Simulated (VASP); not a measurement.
Set up this calculation in VASP 6.6.1, as the native input.

```
Task                   : single point
Functional             : PBE
Potentials or basis    : VASP PAW PBE potentials, release 64 (Bi_d, O)
Cutoff                 : 520 eV
k mesh                 : 4 × 4 × 4
Occupations            : gaussian, width 0.1 eV
Spin                   : no spin polarisation
Dipole correction      : no
Further INCAR settings : ALGO = Normal; EDIFF = 1e-07; NBANDS = 34
```

The structure of BiO6 lies in POSCAR:

```
BiO6
1.0
    4.3218968600      0.0000000000      0.0000000000
    0.0000000000      4.3218968600      0.0000000000
    0.0000000000      0.0000000000      4.3218968600
Bi O
1 6
Direct
    0.0000000000      0.0000000000      0.0000000000
    0.1987293400      0.5000000000      0.5000000000
    0.5000000000      0.8012706600      0.5000000000
    0.5000000000      0.1987293400      0.5000000000
    0.8012706600      0.5000000000      0.5000000000
    0.5000000000      0.5000000000      0.1987293400
    0.5000000000      0.5000000000      0.8012706600
```

The cell was built by a generator and needn't be a form met in nature.

The cell isn't the ideal one: species swapped into the DyB6 type (Pm-3m, No. 221).

One way to write it, as run:

INCAR

```
SYSTEM = BiO6
  ALGO = Normal
  EDIFF = 1E-7
  ENCUT = 520
  GGA = PE
  ISIF = 2
  ISMEAR = 0
  LASPH = .TRUE.
  LCHARG = .TRUE.
  LELF = .TRUE.
  LREAL = .FALSE.
  LVHAR = .TRUE.
  LWAVE = .FALSE.
  NBANDS = 34
  NELM = 60
  PREC = Accurate
  SIGMA = 0.1
```

KPOINTS

```
k-points
0
G
  4 4 4
  0 0 0
```

Potentials or basis: VASP PAW PBE potentials, release 64 (Bi_d, O).

Run with:

```console
$ cat potpaw_PBE.64/Bi_d/POTCAR potpaw_PBE.64/O/POTCAR > POTCAR
$ mpirun -np 1 vasp_std > vasp.out
```

It gave:

```json
{"Pressure": "29.9 GPa", "Largest force": "6.302 eV/Å", "Band gap on the k mesh": "none (metal or under the smearing width)"}
```

Caveat: the k mesh is coarse (spacing up to 0.36 Å⁻¹), so the values aren't converged; a pressure of tens of GPa on the cell as given is suspect, and the run, the potentials or the cell itself is likely at fault; spin-orbit coupling is left out, which moves the levels of the heavy elements; an odd number of electrons without spin polarisation forces a metal; a magnetic or distorted state may lie lower.

It took 21 s on 1 thread of Intel(R) Xeon(R) Platinum 8259CL CPU @ 2.50GHz (Skylake/Cascade Lake), on a shared host, peak memory 0.18 GiB.
